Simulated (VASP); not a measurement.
A convergence study with VASP on Tc (space group no. 194 when undisturbed): one setting is varied, all else stays as given below, so the limit is that of these other settings. One atom is moved off its site, so that forces are finite.

```yaml
crystal:
  lattice:
    - [1.36315, -2.36104, 0.00000]
    - [1.36315, 2.36104, 0.00000]
    - [0.00000, 0.00000, 4.36805]
  atoms:
    - { symbol: Tc, position: [0.33333, 0.66667, 0.26145] }
    - { symbol: Tc, position: [0.66667, 0.33333, 0.75000] }
```

These are PBEsol GGA, VASP's PBE PAW potentials (set 64) (plane waves; VASP 6.6.1) values and carry that method's errors. The tightest run used: 720 eV cut-off, 14×14×8 Γ-centred mesh, Gaussian smearing of 0.10 eV, potentials Tc_pv.

| setting | E (eV/atom) | pressure (GPa) | largest force (eV/Å) | plane waves |
|---|---|---|---|---|
| ENCUT = 105 | 60.1935 | -4212.79 | 3.365 | 75 |
| ENCUT = 120 | 20.6579 | -2597.58 | 2.293 | 98 |
| ENCUT = 135 | 2.1735 | -1547.85 | 0.489 | 116 |
| ENCUT = 150 | -4.8853 | -928.93 | 0.139 | 124 |
| ENCUT = 165 | -8.1714 | -563.94 | 0.263 | 142 |
| ENCUT = 180 | -9.8640 | -340.36 | 0.117 | 162 |
| ENCUT = 210 | -10.9354 | -119.06 | 0.033 | 214 |
| ENCUT = 240 | -11.1854 | -38.02 | 0.075 | 248 |

Question: These are the cheaper rows. Estimate the results at ENCUT = 720, and how far the last row shown lies from them.

Answer: 
| quantity | tightest run | last row shown is off by |
|---|---|---|
| E (eV/atom) | -11.2650 | 0.0796 |
| pressure (GPa) | -1.57 | -36.45 |
| largest force (eV/Å) | 0.083 | -0.009 |

Left out are rungs that failed or repeat a setting and relaxations that didn't move; long series are thinned to 24 rows.

The structure is a typed Tc crystal (space group no. 194). The cell was not relaxed at this level, it is distorted from the ideal structure.
